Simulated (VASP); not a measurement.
Output of a VASP run:

File OUTCAR:
```
 ion  position               nearest neighbor table
   1  0.000  0.000  0.000-   2 2.83   2 2.83   2 2.83   2 2.83   2 2.83   2 2.83   2 2.83   2 2.83
  LATTYP: Found a simple tetragonal cell.
 ALAT       =     2.8072152887
 C/A-ratio  =     1.4389847889
 Subroutine PRICEL returns:
 Original cell was already a primitive cell.
 Subroutine GETGRP returns: Found 16 space group operations
The static configuration has the point symmetry D_4h.
The dynamic configuration has the point symmetry D_4h.
 Subroutine INISYM returns: Found 16 space group operations
 Subroutine IBZKPT returns following result:
 Found    140 irreducible k-points:

 Following reciprocal coordinates:
            Coordinates               Weight
  0.000000  0.000000  0.000000      1.000000
  0.083333  0.000000  0.000000      4.000000
  0.166667  0.000000  0.000000      4.000000
  0.250000  0.000000  0.000000      4.000000
  0.333333  0.000000  0.000000      4.000000
  0.416667  0.000000  0.000000      4.000000
  0.500000  0.000000  0.000000      2.000000
  0.083333  0.083333  0.000000      4.000000
  0.166667  0.083333  0.000000      8.000000
  0.250000  0.083333  0.000000      8.000000
  0.333333  0.083333  0.000000      8.000000
  0.416667  0.083333  0.000000      8.000000
  0.500000  0.083333  0.000000      4.000000
  0.166667  0.166667  0.000000      4.000000
  0.250000  0.166667  0.000000      8.000000
  0.333333  0.166667  0.000000      8.000000
  0.416667  0.166667  0.000000      8.000000
  0.500000  0.166667  0.000000      4.000000
  0.250000  0.250000  0.000000      4.000000
  0.333333  0.250000  0.000000      8.000000
  0.416667  0.250000  0.000000      8.000000
  0.500000  0.250000  0.000000      4.000000
  0.333333  0.333333  0.000000      4.000000
  0.416667  0.333333  0.000000      8.000000
  0.500000  0.333333  0.000000      4.000000
  0.416667  0.416667  0.000000      4.000000
  0.500000  0.416667  0.000000      4.000000
  0.500000  0.500000  0.000000      1.000000
  0.000000  0.000000  0.125000      2.000000
  0.083333  0.000000  0.125000      8.000000
  0.166667  0.000000  0.125000      8.000000
  0.250000  0.000000  0.125000      8.000000
  0.333333  0.000000  0.125000      8.000000
  0.416667  0.000000  0.125000      8.000000
  0.500000  0.000000  0.125000      4.000000
  0.083333  0.083333  0.125000      8.000000
  0.166667  0.083333  0.125000     16.000000
  0.250000  0.083333  0.125000     16.000000
  0.333333  0.083333  0.125000     16.000000
  0.416667  0.083333  0.125000     16.000000
   k-points           NKPTS =    140   k-points in BZ     NKDIM =    140   number of bands    NBANDS=     11
   number of dos      NEDOS =    301   number of ions     NIONS =      2
   total plane-waves  NPLWV =  17280
   dimension x,y,z NGX =    24 NGY =   24 NGZ =   30
   dimension x,y,z NGXF=    48 NGYF=   48 NGZF=   60
   ions per type =               1   1
   PREC   = accura    normal or accurate (medium, high low for compatibility)
   ISTART =      0    job   : 0-new  1-cont  2-samecut
   ICHARG =      2    charge: 1-file 2-atom 10-const
   ISPIN  =      1    spin polarized calculation?
   LNONCOLLINEAR =      F non collinear calculations
   LSORBIT =      F    spin-orbit coupling
   INIWAV =      1    electr: 0-lowe 1-rand  2-diag
   ENCUT  =  520.0 eV  38.22 Ry    6.18 a.u.   5.22  5.22  7.51*2*pi/ulx,y,z
   NELM   =    100;   NELMIN=  2; NELMDL= -5     # of ELM steps
   EDIFF  = 0.1E-05   stopping-criterion for ELM
   LREAL  =      F    real-space projection
   NLSPLINE    = F    spline interpolate recip. space projectors
   LMAXMIX     =    4 max onsite mixed and CHGCAR
   VOSKOWN=      0    Vosko Wilk Nusair interpolation
   EDIFFG = -.1E-01   stopping-criterion for IOM
   NSW    =     60    number of steps for IOM
   NBLOCK =      1;   KBLOCK =     60    inner block; outer block
   IBRION =      2    ionic relax: 0-MD 1-quasi-New 2-CG
...
```

File OSZICAR:
```
       N       E                     dE             d eps       ncg     rms          rms(c)
DAV:   1     0.944470596456E+02    0.94447E+02   -0.74406E+03  3083   0.139E+03
DAV:   2    -0.424766279313E+01   -0.98695E+02   -0.95978E+02  3107   0.334E+02
DAV:   3    -0.994201634987E+01   -0.56944E+01   -0.54423E+01  4786   0.781E+01
DAV:   4    -0.101699240855E+02   -0.22791E+00   -0.22185E+00  3896   0.132E+01
DAV:   5    -0.101801378983E+02   -0.10214E-01   -0.10207E-01  4469   0.259E+00    0.100E+01
DAV:   6    -0.876571609422E+01    0.14144E+01   -0.12021E+01  3904   0.383E+01    0.335E+00
DAV:   7    -0.863715119249E+01    0.12856E+00   -0.10906E+00  3593   0.113E+01    0.197E+00
DAV:   8    -0.862605107595E+01    0.11100E-01   -0.14218E-01  3499   0.434E+00    0.492E-01
DAV:   9    -0.862452288857E+01    0.15282E-02   -0.26016E-02  3770   0.218E+00    0.206E-01
DAV:  10    -0.862462023200E+01   -0.97343E-04   -0.14419E-03  3779   0.452E-01    0.508E-02
DAV:  11    -0.862460354497E+01    0.16687E-04   -0.38482E-04  4303   0.214E-01    0.431E-02
DAV:  12    -0.862460639419E+01   -0.28492E-05   -0.22060E-05  3539   0.542E-02    0.106E-02
DAV:  13    -0.862460636218E+01    0.32009E-07   -0.10152E-06  2382   0.107E-02
   1 F= -.86246064E+01 E0= -.86248439E+01  d E =-.862461E+01
```

### OUTCAR
```
------------------------ aborting loop because EDIFF is reached ----------------------------------------
  FORCE on cell =-STRESS in cart. coord.  units (eV):
  Direction    XX          YY          ZZ          XY          YZ          ZX
  --------------------------------------------------------------------------------------
  Total       -0.0195520     -0.0195520      0.0055396      0.0000000      0.0000000      0.0000000
  in kB       -0.9840535     -0.9840535      0.2788091      0.0000000      0.0000000      0.0000000
  external PRESSURE =      -0.5630993 kB  Pullay stress =       0.0000000 kB
  volume of cell :       31.83
      direct lattice vectors                 reciprocal lattice vectors
     2.807215289  0.000000000  0.000000000     0.356224905  0.000000000  0.000000000
     0.000000000  2.807215289  0.000000000     0.000000000  0.356224905  0.000000000
     0.000000000  0.000000000  4.039540100     0.000000000  0.000000000  0.247552933
 POSITION                                       TOTAL-FORCE (eV/Angst)
 -----------------------------------------------------------------------------------
      0.00000      0.00000      0.00000         0.000000      0.000000      0.000000
      1.40361      1.40361      2.01977         0.000000      0.000000      0.000000
 -----------------------------------------------------------------------------------
    total drift:                               -0.000000      0.000000      0.000000
  FREE ENERGIE OF THE ION-ELECTRON SYSTEM (eV)
  ---------------------------------------------------
  free  energy   TOTEN  =        -8.6246063622 eV

  energy  without entropy=       -8.6253190196  energy(sigma->0) =       -8.62484391

 reached required accuracy - stopping structural energy minimisation
```
(Selected blocks of OUTCAR.)

### POSCAR
```
TiAl
1
    2.8072152887     0.0000000000     0.0000000000
    0.0000000000     2.8072152887    -0.0000000000
    0.0000000000     0.0000000000     4.0395400996
Ti Al
1 1
Direct
  0.0000000000   0.0000000000   0.0000000000
  0.5000000000   0.5000000000   0.5000000000
```

**Question.** Write an INCAR and KPOINTS that could have produced this output.

**Answer.** This is not unique; one that fits is the input of the run itself, vdW-DF-cx, plane waves, VASP's PBE PAW potentials (set 64).

**KPOINTS**
```
Automatic mesh
0
Gamma
12 12 8
0 0 0
```

**INCAR**
```
! general
SYSTEM   = TiAl
PREC     = Accurate
ENCUT    = 520
LREAL    = .FALSE.
LASPH    = .TRUE.

! electronic loop
EDIFF    = 1E-6
NELM     = 100
ALGO     = Normal
LMAXMIX  = 4

! smearing
ISMEAR   = 1
SIGMA    = 0.1

! functional
GGA      = CX
LUSE_VDW = .TRUE.
AGGAC    = 0.0

! ions
IBRION   = 2
NSW      = 60
ISIF     = 3
EDIFFG   = -0.01

! output
LWAVE    = .FALSE.
LCHARG   = .FALSE.
```

POTCAR, in this order: Ti_sv Al (PBE.64 set). Program: vasp_std.

The compound is TiAl in the L1_0 structure. It was relaxed first. The start is the result of an earlier pass. The electron count is odd and the run is not spin-polarised, which forces a metal.
